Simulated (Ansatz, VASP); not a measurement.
# Cross-check of GaP2 between VASP and Ansatz, part 2 of 2

Wanted: the spread between two codes on one cell, functional and k mesh. The two relaxations start from unlike cells of this crystal (the structure described is Ansatz's start), so only their ends are compared.

VASP 6.6.1 and Ansatz 0.2.0.

So far: The starting structure; VASP: relaxation of cell and atoms, PBE.

The structure was built from a prototype and need not be the compound's stable phase.

## Step 3: Ansatz: relaxation of cell and atoms, PBE

Level of this step: Ansatz beside VASP: Kohn-Sham DFT, plane waves, PBE (Ansatz).

Ansatz runs on its default PAW (the set named soft_2) files.

Its own start cell and the same functional, mesh and smearing now go to Ansatz, which takes its cutoff from its data sets.

Contents of input.yaml:

```yaml
crystal:
  lattice:
    - [4.79029305, 0.0, 0.0]
    - [0.0, 5.48066239, 0.0]
    - [0.0, 0.0, 2.64473439]
  atoms:
    - { symbol: Ga, position: [0.0, 0.0, 0.0] }
    - { symbol: Ga, position: [0.5, 0.5, 0.5] }
    - { symbol: P, position: [0.82900046, 0.63059965, 0.0] }
    - { symbol: P, position: [0.17099954, 0.36940035, 0.0] }
    - { symbol: P, position: [0.67099954, 0.13059965, 0.5] }
    - { symbol: P, position: [0.32900046, 0.86940035, 0.5] }
kpoints:
  mp_grid: { grid: [5, 4, 8] }
scf:
  occupations: { method: fermi_dirac, width: 0.05 }
hamiltonian:
  xc: pbe
  pseudopotentials: { kind: paw }
output:
  forces: true
  stress: true
relax:
  f_tol: 0.02
  max_steps: 50
  cell: {}
```

On the command line:

```console
$ ansatz run input.yaml --threads 2 --pin off --max-ram 5120MiB --backend cpu --events-out ev --progress --plain --runs-dir out
```

Numbers of over 12 decimals in the logs are rounded to 6 here.

The log of the run:

```text
Engine: ansatz 0.2.0, aarch64-unknown-linux-gnu
Pseudopotentials: kind: paw
Pseudopotential: Ga, paw, valence charge 13, recommended cutoff 420 eV (normal), Ga.paw.azcp
Pseudopotential: P, paw, valence charge 5, recommended cutoff 420 eV (normal), P.paw.azcp
Functional definition: PBE
  parameter kappa = 0.804
  parameter beta = 0.066725
  exchange = pbe_x(kappa = kappa, mu = beta*pi^2/3)
  correlation = pbe_c(beta = beta)
Crystal: 6 atoms, lattice volume = 69.435 Å³
Basis set: ecut = 420 eV, 1339 PW (Γ), exchange–correlation on 72×80×36 points (8 copies of the dense FFT grid, shifted against one another)
Bands: 29, of which v1, the nominal top of the filled ones, is band 23 counted from 1 (22 counted from 0)
Symmetry: 8 space group operations
Space group: Pnnm (ITA 58), of the structure as read, at distance tolerance 4.1e-5 Å
k-points: 45 of 160
Non-local potential: Ga, projectors of the file, l = 0: 2, l = 1: 2, l = 2: 3, l = 3: 1
Non-local potential: P, projectors of the file, l = 0: 2, l = 1: 2, l = 2: 2
PAW form: soft (Blöchl's): semilocal exchange-correlation on the pseudo side does not see the compensation charge
PAW one-centre angular grid: Ga, 590 points (default); XC on 64 Gauss nodes
PAW one-centre angular grid: P, 110 points (default); XC on 64 Gauss nodes
Initial density: superposition of atomic densities (neutral atoms: chi_scale 0, normalization atom), corrected by the library's trained network
Initial wavefunctions: pseudopotential atomic-orbital guess
Functional: x = pbe(κ = 0.804, μ = 0.219515), c = pbe(β = 0.066725)
SCF iter   1: F=—  HF=-10581.006953 eV  |F-HF|=—  |Δ(HF+E_count)|=         —  Δρ=5.42e-3  dr2=2.00e-2  ethr=1.77e-3  ⟨swp⟩=7.0  Hψ=6677  notcnv=0  defer=4
preconditioner: auto → Kerker (q_TF=auto, 2.547 Å⁻¹)  [metal: Δε(μ)=0.064 eV  Ē_g=14.232 eV  σ=0.050 eV  W_gap=0.30  n_scr=12 (ndim 8)  ℏωp=30.2 eV  f_vac=0.000  D(μ)=0.81/eV (n_scr^D=4)]
SCF iter   2: F=—  HF=-10581.003095 eV  |F-HF|=—  |Δ(HF+E_count)|=   3.86e-3  Δρ=3.36e-3  dr2=8.16e-3  ethr=4.34e-5  ⟨swp⟩=1.5  Hψ=1712  notcnv=0  defer=8
SCF iter   3: F=—  HF=-10581.000356 eV  |F-HF|=—  |Δ(HF+E_count)|=   2.74e-3  Δρ=4.68e-4  dr2=8.11e-5  ethr=1.77e-5  ⟨swp⟩=2.0  Hψ=1825  notcnv=0  defer=8
SCF iter   4: F=—  HF=-10581.000334 eV  |F-HF|=—  |Δ(HF+E_count)|=   2.20e-5  Δρ=1.91e-4  dr2=2.09e-5  ethr=1.76e-7  ⟨swp⟩=2.3  Hψ=2290  notcnv=0  defer=8
SCF iter   5: F=—  HF=-10581.000327 eV  |F-HF|=—  |Δ(HF+E_count)|=   6.99e-6  Δρ=9.11e-5  dr2=3.17e-6  ethr=4.54e-8  ⟨swp⟩=2.0  Hψ=2300  notcnv=0  defer=8
SCF iter   6: F=—  HF=-10581.000326 eV  |F-HF|=—  |Δ(HF+E_count)|=   6.27e-7  Δρ=4.33e-5  dr2=8.17e-7  ethr=6.89e-9  ⟨swp⟩=2.0  Hψ=1690  notcnv=0  defer=8
SCF iter   7: F=-10581.000326 eV  HF=-10581.000326 eV  |F-HF|=8.17e-8  |Δ(HF+E_count)|=   2.81e-7  Δρ=1.15e-5  dr2=7.84e-8  ethr=2.17e-10  ⟨swp⟩=2.9  Hψ=5263  notcnv=0
SCF 1 converged in 7 iterations: F = -10581.000326 eV  dr2 = 7.84e-8
  greatest PAW one-centre occupation: 0.995 electrons in one spin orbital (limit 2), on the Ga atom at site 1 (counted from 0), in its partial waves of l = 2
relax step   1: F+E_penalty+E_count = -10581.00032595 eV  Δ(F+E_penalty+E_count) = +0.000e0 eV  max|allowed force component| = 3.656e0 eV/Å  Δτ_max = 0.0000 Å  P = +85.710 GPa  Ω = 69.435 Å³  (7 SCF iters, dr2 threshold 1.00e-7 eV, accepted)
[...]
relax step  17: F+E_penalty+E_count = -10588.97571905 eV  Δ(F+E_penalty+E_count) = -6.688e-5 eV  max|allowed force component| = 7.318e-3 eV/Å  Δτ_max = 0.0024 Å  P = +0.008 GPa  Ω = 110.589 Å³  energy of the carried Pulay correction = -2.303e-3 eV  (5 SCF iters, dr2 threshold 2.55e-8 eV, accepted)
[...]
relax step  18: F+E_penalty+E_count = -10588.97897173 eV  Δ(F+E_penalty+E_count) = -3.253e-3 eV  max|allowed force component| = 7.431e-3 eV/Å  Δτ_max = 0.0000 Å  P = +0.013 GPa  Ω = 110.589 Å³  stress off target by 1.04e-1 GPa  SCF on the basis re-selected at this cell (its energy is not comparable with the rows above)  (7 SCF iters)
[...]
relax step  19: F+E_penalty+E_count = -10588.97903209 eV  Δ(F+E_penalty+E_count) = -6.037e-5 eV  max|allowed force component| = 1.185e-3 eV/Å  Δτ_max = 0.0006 Å  P = -0.004 GPa  Ω = 110.642 Å³  energy of the carried Pulay correction = -1.123e-5 eV  (3 SCF iters, dr2 threshold 2.69e-8 eV, accepted)
[...]
relax step  20: F+E_penalty+E_count = -10588.97904094 eV  Δ(F+E_penalty+E_count) = -8.841e-6 eV  max|allowed force component| = 1.176e-3 eV/Å  Δτ_max = 0.0000 Å  P = -0.004 GPa  Ω = 110.642 Å³  stress off target by 1.32e-2 GPa  SCF on the basis re-selected at this cell (its energy is not comparable with the rows above)  (6 SCF iters)
basis re-selected at this cell: Δ(F+E_penalty+E_count) = -8.841e-6 eV, ΔP = -0.000 GPa vs the last step (what re-selecting the basis moved, of the pressure what is left beyond the Pulay correction that the steps carried, after the strain that the cell walked since its last selection, with what the two solves' SCF thresholds leave and, on support functions, any second-order correction that the steps lacked; it is no m [...]
SCF converged after 6 iterations
Free energy (F): -10588.979041 eV
Harris-Foulkes:  -10588.979041 eV  (|F-HF|=1.82e-12)
Internal energy: -10588.960340 eV  (E = F + TS)
E sigma→0 (E₀):  -10588.969690 eV
Entropy (-TS):   -0.018701 eV (-3.117 meV/atom)
Fermi energy:    7.958382 eV
--- Per-component energies (eV) ---
  E_band       = -68.639108
  E_kinetic    = 509.273584
  E_local      = -4484.970205  (includes V_loc(G=0)·N_el)
  E_nonlocal   = 987.405175
  E_hartree    = 2066.944565
  E_xc         = -381.856864
  E_vxc        = -356.298513  (∫ρ·V_xc dr)
  E_paw        = -6258.127264  (= ΣΔE_a)
  E_vpaw       = -857.937943  (= ΣTr[D̂ρ^β])
  E_aug_tail   = -0.000231  (compensation charges beyond the density's cutoff)
  E_ewald      = -3027.629099
  E_smearing   = -0.018701  (= −TS)
  E_closure    = 0.000000  (closes the sum)
  Σ components = -10588.979041   (vs F -10588.979041, Δ=0.00e0)
--- Forces (eV/Å), atoms counted from 1 ---
  atom   1  Ga    -0.00000000    -0.00000000     0.00000000
  atom   2  Ga     0.00000000     0.00000000     0.00000000
  atom   3  P     -0.00021642    -0.00117605     0.00000000
  atom   4  P      0.00021642     0.00117605     0.00000000
  atom   5  P      0.00021642    -0.00117605     0.00000000
  atom   6  P     -0.00021642     0.00117605     0.00000000
  max |Σ_I F_I| component: 0.00e0 eV/Å
--- Stress (GPa, compression-positive) ---
       -0.010878       0.000000       0.000000
        0.000000      -0.013167       0.000000
        0.000000       0.000000       0.011938
  P = ⅓ Tr σ = -0.0040 GPa (-0.040 kbar)
--- Relaxed structure (17 steps of the walk, 17 accepted, 3 SCFs on fresh bases) ---
  F+E_penalty+E_count = -10588.97904094 eV   max|allowed force component| = 1.176e-3 eV/Å   (the final SCF, on the basis selected at the relaxed cell)
  cell:  # Å, volume = 110.6422 Å³
    - [5.009450, 0.0, 0.0]
    - [0.0, 6.085567, 0.0]
    - [0.0, 0.0, 3.629359]
  atoms:
    - { symbol: Ga, position: [4.073996914393176e-19, 2.1101141340652294e-19, 0.0] }
    - { symbol: Ga, position: [0.5, 0.5, 0.500000] }
    - { symbol: P, position: [0.835772, 0.607485, 0.0] }
    - { symbol: P, position: [0.164228, 0.392515, 0.0] }
    - { symbol: P, position: [0.664228, 0.107485, 0.500000] }
    - { symbol: P, position: [0.335772, 0.892515, 0.500000] }
```

In the SCF lines HF is the Harris–Foulkes energy and dr2 the Hartree energy of the density residual, in eV; the loop may stop once dr2 is under the threshold and the program's other checks hold. Hψ counts applications of the Hamiltonian.

## Step 4: Comparison

Known differences besides the potentials themselves: the cutoff is 420 eV in Ansatz and 500 eV in VASP; Ansatz adds a Pulay correction to the stress that steers its cell, VASP none. Total energies have different zeros and are not compared.

Both answers:

| quantity | Ansatz | VASP | difference |
| --- | --- | --- | --- |
| volume (Å³) | 110.64 | 110.64 | +0.01 % |
| edge a after relaxation, in the typed setting (Å) | 5.010 | 5.009 | +0.02 % |
| edge b after relaxation, in the typed setting (Å) | 6.086 | 6.084 | +0.02 % |
| edge c after relaxation, in the typed setting (Å) | 3.629 | 3.631 | -0.03 % |

## Step 5: What came out

```yaml
difference_in_edge_c_after_relaxation_in_the_typed_setting_relaxation_of_cell_and_atoms_pbe: -0.030 %
```

The difference in edge c after relaxation, in the typed setting is -0.030 % (relaxation of cell and atoms, PBE), within the 1.2 % picked in this series as the mark of a large difference, as far as the stopping tolerances let one tell. Such differences can come from data sets, numerical settings and the points named under the comparisons, not from the functional's error against experiment.

[Lines on the potential files, build, host, timing and source positions are cut from VASP's logs without a mark.]

[Logs are printed without paths, hosts, clocks, repeated set-up lines and the standing remarks that a program may print on its own settings, such as how far it seeks lower states.]

[Hosts, paths, dates, database ids (printed as entryN), source tags and the programs' standing remarks are cut or masked in the printed files.]
